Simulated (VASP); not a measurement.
Consider the following.

```
Si
1.0
    0.00000     2.67846     2.67846
    2.67846     0.00000     2.67846
    2.67846     2.67846     0.00000
Si
2
Direct
  0.00000   0.00000   0.00000
  0.25000   0.25000   0.25000
```

Calculation: PBE0 hybrid, VASP's PBE PAW potentials (set 64) (plane waves; VASP 6.6.1). Settings: 520 eV cut-off, 6×6×6 Γ-centred mesh, Gaussian smearing of 0.050 eV, potentials Si.

Problem. Estimate the energy per atom (σ→0), pressure, band gap (on the k-mesh) with the smallest direct gap where there is one.

Solution. 
The band gap (on the k-mesh) is 1.87 eV and the smallest direct gap (on the k-mesh) is 4.01 eV. The energy per atom (σ→0) comes out as -6.765 eV/atom and the pressure comes out as 4.50 GPa.

Only differences to runs with the same potentials and settings are physical.

The compound is Si in the diamond structure. This cell is one point of a volume scan, at 0.94 of the reference volume. The cell's shape comes from a PBE relaxation.
